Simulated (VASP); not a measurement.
Energy against volume of GaN (zinc blende). These are rev-vdW-DF2, VASP's PBE PAW potentials (set 64) (plane waves; VASP) values and carry that method's errors. Numerical set-up: 520 eV cut-off, 10×10×10 Γ-centred mesh, Gaussian smearing of 0.050 eV, potentials Ga_d N.

```
V (Å³/atom)  E (eV/atom)
-----------  -----------
10.887          -4.04664
11.235          -4.06661
11.582          -4.07287
11.930          -4.06752
```

**Question.** Fit these four points and predict the energy of the run at 12.277 Å³/atom.

**Answer.** A cubic in V^(−2/3), the third-order Birch-Murnaghan form, passes through the four points with V0 = 11.59 Å³/atom and B0 = 178 GPa, and gives -4.0523 eV/atom there. The run gave -4.0523 eV/atom, +0.0 meV/atom from the fit; all five points give B0 = 178 GPa.

The compound is GaN in the zinc blende structure, a metastable form; wurtzite is the usual one. It was relaxed first.
